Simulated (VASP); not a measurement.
VASP ran on this input.

**KPOINTS**
```
Regular mesh
0
Gamma
 9 9 9
0 0 0
```

POSCAR:
```
SiC
1
    0.0000000000     2.1800000000     2.1800000000
    2.1800000000     0.0000000000     2.1800000000
    2.1800000000     2.1800000000     0.0000000000
Si C
1 1
Direct
  0.0000000000   0.0000000000   0.0000000000
  0.2500000000   0.2500000000   0.2500000000
```

**INCAR**
```
ISIF  =  3
NSW  =  60
LCHARG  =  F
SIGMA  =  0.05   ! width (eV)
LREAL  =  F
PREC  =  Accurate
GGA  =  RE   ! revPBE
EDIFF  =  1E-6   ! SCF stop (eV)
NELM  =  100
IBRION  =  2
EDIFFG  =  -0.01
ENCUT  =  520
SYSTEM  =  SiC
ALGO  =  Normal
LASPH  =  T
ISMEAR  =  0   ! Gaussian
LWAVE  =  F
```

POTCAR, in this order: Si C (PBE.64 set). Program: vasp_std.

### Question
Translate this revPBE calculation to Ansatz.

### Answer
One equivalent input (not run):
Ansatz 0.2 input:
```yaml
crystal:
  lattice:
    - [0.0000000, 2.1800000, 2.1800000]
    - [2.1800000, 0.0000000, 2.1800000]
    - [2.1800000, 2.1800000, 0.0000000]
  atoms:
    - { symbol: Si, position: [0.0000000, 0.0000000, 0.0000000] }
    - { symbol: C, position: [0.2500000, 0.2500000, 0.2500000] }
kpoints:
  mp_grid: { grid: [9, 9, 9] }
hamiltonian:
  xc: revpbe
  pseudopotentials: { kind: paw }
scf:
  occupations: { method: gaussian, width: 0.05 }
  max_iter: 100
relax:
  max_steps: 60
  f_tol: 0.01
  cell: {}
output: { forces: true, stress: true, eigenvalues: true }
```
Limits of the translation: each code has its own PAW files, so the cut-off isn't converted (ENCUT is set for VASP's; basis.ecutwfc is left out, and Ansatz then takes the one that its files recommend); Ansatz stops its SCF on the density residual and VASP on the energy change (EDIFF).

The compound is SiC in the zinc blende structure. This run relaxes it. Symmetry was kept, so distortions that lower it aren't found.
